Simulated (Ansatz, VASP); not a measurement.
# AlBPN in two plane-wave programs, part 2 of 3

One calculation is typed for both programs; each brings its own data sets. How far apart do they land? The cell is generated by rule, not measured, and may not be a known phase. The cell is taken from a series of runs on this material, whose earlier steps may have relaxed, scaled, displaced or heated it; both programs get it as it stands.

VASP 6.6.1 and Ansatz 0.2.0.

So far: Starting point; VASP: zone-centre phonons, LDA.

**2. VASP: zone-centre phonons, LDA (continued)**

Level of this step: LDA; plane waves and PAW (Al, B, N, P); invented cell (VASP).

OUTCAR, selected parts (step 2):

```text
ion  position               nearest neighbor table
   1  0.955  0.000  0.469-   5 1.88   5 1.88   8 2.30   8 2.30   2 3.08   2 3.08   2 3.08   2 3.08

  LATTYP: Found a simple monoclinic cell.
 ALAT       =     3.3221742543
 B/A-ratio  =     0.9550253078
 C/A-ratio  =     2.8361185074
 COS(beta)  =    -0.1735973942

 Subroutine GETGRP returns: Found  2 space group operations
 (whereof  2 operations were pure point group operations)

The static configuration has the point symmetry C_1h.

 Found    132 irreducible k-points:

   k-points           NKPTS =    132   k-points in BZ     NKDIM =    132   number of bands    NBANDS=     24

   dimension x,y,z NGX =    28 NGY =   28 NGZ =   80
   dimension x,y,z NGXF=    56 NGYF=   56 NGZF=  160

   ENCUT  =  600.0 eV  44.10 Ry    6.64 a.u.   6.64  6.34 18.82*2*pi/ulx,y,z

   NELECT =      32.0000    total number of electrons

 k-points in reciprocal lattice and weights: Automatic mesh
   0.00000000  0.00000000  0.00000000       0.003
   0.10000000  0.00000000  0.00000000       0.005
   0.20000000  0.00000000  0.00000000       0.005
   0.30000000  0.00000000 -0.00000000       0.005
   0.40000000  0.00000000  0.00000000       0.005
   0.50000000  0.00000000 -0.00000000       0.003
   0.00000000  0.10000000  0.00000000       0.005
   0.10000000  0.10000000  0.00000000       0.010
   0.20000000  0.10000000  0.00000000       0.010
[...]
-----------------------------------------------------------------------------------
    total drift:                                0.000119     -0.000000     -0.000312

 Eigenvectors and eigenvalues of the dynamical matrix
 ----------------------------------------------------

   1 f  =   42.756616 THz   268.647739 2PiTHz 1426.207179 cm-1   176.827074 meV
             X         Y         Z           dx          dy          dz
      2.420724  0.000000  4.346280    -0.000095    0.000000   -0.034160
      0.751582  1.586380  2.298340     0.000163    0.000000    0.018420
     -0.875413  0.000000  9.270532     0.011333    0.000000    0.759652
      0.769912  1.586380  7.035372     0.000207    0.000000   -0.022774
      2.416322  1.586380  3.328550     0.000249    0.000000    0.053258
      0.745210  0.000000  1.353636    -0.009640   -0.000000   -0.645195
     -0.887295  1.586380  8.161799    -0.000548   -0.000000   -0.036952
      0.766050  0.000000  5.937008    -0.000031   -0.000000    0.014284

   2 f  =   24.880907 THz   156.331351 2PiTHz  829.937732 cm-1   102.899118 meV
             X         Y         Z           dx          dy          dz
      2.420724  0.000000  4.346280     0.000000   -0.018378   -0.000000
      0.751582  1.586380  2.298340    -0.000000   -0.208468    0.000000
     -0.875413  0.000000  9.270532    -0.000000   -0.624488   -0.000000
      0.769912  1.586380  7.035372     0.000000   -0.476565    0.000000
      2.416322  1.586380  3.328550     0.000000    0.025391    0.000000
      0.745210  0.000000  1.353636    -0.000000    0.391828   -0.000000
     -0.887295  1.586380  8.161799     0.000000    0.379463    0.000000
      0.766050  0.000000  5.937008     0.000000    0.202331    0.000000

   3 f  =   23.062399 THz   144.905325 2PiTHz  769.278815 cm-1    95.378374 meV
             X         Y         Z           dx          dy          dz
      2.420724  0.000000  4.346280    -0.000000   -0.020917   -0.000000
      0.751582  1.586380  2.298340     0.000000   -0.457171    0.000000
     -0.875413  0.000000  9.270532    -0.000000    0.007264   -0.000000
      0.769912  1.586380  7.035372    -0.000000    0.537357   -0.000000
      2.416322  1.586380  3.328550    -0.000000    0.094535    0.000000
      0.745210  0.000000  1.353636    -0.000000    0.631676   -0.000000
     -0.887295  1.586380  8.161799    -0.000000   -0.064273    0.000000
      0.766050  0.000000  5.937008    -0.000000   -0.299447    0.000000

   4 f  =   22.465043 THz   141.152028 2PiTHz  749.353173 cm-1    92.907911 meV
             X         Y         Z           dx          dy          dz
      2.420724  0.000000  4.346280    -0.000156   -0.000000    0.007209
      0.751582  1.586380  2.298340     0.000238    0.000000    0.063540
     -0.875413  0.000000  9.270532    -0.002325   -0.000000   -0.050908
      0.769912  1.586380  7.035372    -0.008431    0.000000   -0.898561
      2.416322  1.586380  3.328550     0.000035   -0.000000   -0.091243
      0.745210  0.000000  1.353636     0.000124   -0.000000   -0.040389
     -0.887295  1.586380  8.161799     0.004368    0.000000    0.238453
      0.766050  0.000000  5.937008     0.001793   -0.000000    0.344952

   5 f  =   22.168570 THz   139.289236 2PiTHz  739.463915 cm-1    91.681799 meV
             X         Y         Z           dx          dy          dz
      2.420724  0.000000  4.346280    -0.000000   -0.016574    0.000000
      0.751582  1.586380  2.298340    -0.000000    0.284356   -0.000000
     -0.875413  0.000000  9.270532    -0.000000   -0.588486    0.000000
      0.769912  1.586380  7.035372    -0.000000    0.498517    0.000000
      2.416322  1.586380  3.328550    -0.000000    0.031423   -0.000000
      0.745210  0.000000  1.353636     0.000000   -0.335385    0.000000
     -0.887295  1.586380  8.161799     0.000000    0.328219   -0.000000
      0.766050  0.000000  5.937008     0.000000   -0.320678   -0.000000

   6 f  =   20.744250 THz   130.339970 2PiTHz  691.953714 cm-1    85.791288 meV
             X         Y         Z           dx          dy          dz
      2.420724  0.000000  4.346280    -0.000000   -0.501142    0.000000
      0.751582  1.586380  2.298340     0.000000   -0.028776   -0.000000
     -0.875413  0.000000  9.270532    -0.000000    0.033178    0.000000
      0.769912  1.586380  7.035372    -0.000000   -0.058040   -0.000000
      2.416322  1.586380  3.328550     0.000000    0.855123   -0.000000
      0.745210  0.000000  1.353636     0.000000   -0.106480    0.000000
     -0.887295  1.586380  8.161799     0.000000   -0.018974   -0.000000
      0.766050  0.000000  5.937008     0.000000    0.025008    0.000000

   7 f  =   20.001591 THz   125.673701 2PiTHz  667.181250 cm-1    82.719895 meV
             X         Y         Z           dx          dy          dz
      2.420724  0.000000  4.346280    -0.000064   -0.000000    0.020819
      0.751582  1.586380  2.298340     0.003827    0.000000    0.521863
     -0.875413  0.000000  9.270532    -0.006504   -0.000000   -0.447896
      0.769912  1.586380  7.035372    -0.006581    0.000000    0.167964
      2.416322  1.586380  3.328550    -0.002294    0.000000   -0.284619
      0.745210  0.000000  1.353636    -0.003703   -0.000000   -0.562419
     -0.887295  1.586380  8.161799     0.007783    0.000000    0.307611
      0.766050  0.000000  5.937008     0.000479    0.000000   -0.079219

   8 f  =   19.503499 THz   122.544101 2PiTHz  650.566714 cm-1    80.659956 meV
             X         Y         Z           dx          dy          dz
      2.420724  0.000000  4.346280    -0.005226   -0.000000   -0.464636
      0.751582  1.586380  2.298340    -0.002910    0.000000   -0.062194
     -0.875413  0.000000  9.270532    -0.015903   -0.000000   -0.242551
      0.769912  1.586380  7.035372    -0.033275    0.000000    0.002723
      2.416322  1.586380  3.328550     0.010172    0.000000    0.803444
      0.745210  0.000000  1.353636     0.002777   -0.000000   -0.204958
     -0.887295  1.586380  8.161799     0.022744    0.000000    0.166182
      0.766050  0.000000  5.937008     0.005237    0.000000    0.064870

   9 f  =   19.157453 THz   120.369827 2PiTHz  639.023845 cm-1    79.228823 meV
             X         Y         Z           dx          dy          dz
      2.420724  0.000000  4.346280     0.070610   -0.000000   -0.021861
      0.751582  1.586380  2.298340     0.045384    0.000000    0.004525
     -0.875413  0.000000  9.270532     0.329389   -0.000000   -0.019792
      0.769912  1.586380  7.035372     0.775730    0.000000   -0.006568
      2.416322  1.586380  3.328550    -0.112716    0.000000    0.031600
      0.745210  0.000000  1.353636    -0.115203   -0.000000   -0.011566
     -0.887295  1.586380  8.161799    -0.490639    0.000000    0.011727
      0.766050  0.000000  5.937008    -0.117262   -0.000000    0.006548

  10 f  =   16.305233 THz   102.448799 2PiTHz  543.884023 cm-1    67.432994 meV
             X         Y         Z           dx          dy          dz
      2.420724  0.000000  4.346280    -0.283691    0.000000    0.009379
      0.751582  1.586380  2.298340    -0.385711   -0.000000   -0.003312
     -0.875413  0.000000  9.270532     0.077265    0.000000   -0.002794
      0.769912  1.586380  7.035372     0.074734    0.000000   -0.001516
      2.416322  1.586380  3.328550     0.845195    0.000000   -0.003972
      0.745210  0.000000  1.353636    -0.101047   -0.000000   -0.001587
     -0.887295  1.586380  8.161799    -0.112548    0.000000    0.008748
      0.766050  0.000000  5.937008     0.147269   -0.000000   -0.008136

  11 f  =   15.926259 THz   100.067634 2PiTHz  531.242804 cm-1    65.865684 meV
             X         Y         Z           dx          dy          dz
      2.420724  0.000000  4.346280    -0.006995    0.000000   -0.491962
      0.751582  1.586380  2.298340    -0.004825   -0.000000    0.418576
     -0.875413  0.000000  9.270532    -0.008198    0.000000    0.033471
      0.769912  1.586380  7.035372     0.002481   -0.000000    0.103811
    [... 145 further lines ...]
     -0.887295  1.586380  8.161799     0.000000    0.432740   -0.000000
      0.766050  0.000000  5.937008     0.000000    0.432750   -0.000000

 ELASTIC MODULI CONTR FROM IONIC RELAXATION (kBar)
 Direction    XX          YY          ZZ          XY          YZ          ZX
 --------------------------------------------------------------------------------
 XX        -280.5371    205.3342    192.3127      0.0000     -0.0000      0.5650
 YY         205.3342   -336.4382    107.7391     -0.0000      0.0000      9.4362
 ZZ         192.3127    107.7391  -1032.9271     -0.0000     -0.0000     12.2785
 XY           0.0000     -0.0000     -0.0000     -0.0442     -2.1270     -0.0000
 YZ          -0.0000      0.0000     -0.0000     -2.1270   -454.7735      0.0000
 ZX           0.5650      9.4362     12.2785     -0.0000      0.0000  -1098.4315
 --------------------------------------------------------------------------------
```

The gap is under twice the smearing width, so the edge states are partly filled and the run can't tell a small gap from a semimetal. Methfessel-Paxton smearing is not meant for a cell with a gap.

(Continued in part 3 of 3.)

[Lines on the potential files, build, host, timing and source positions are cut from VASP's logs without a mark.]

[Logs are printed without paths, hosts, clocks, repeated set-up lines and the standing remarks that a program may print on its own settings, such as how far it seeks lower states.]

[Hosts, paths, dates, database ids (printed as entryN), source tags and the programs' standing remarks are cut or masked in the printed files.]
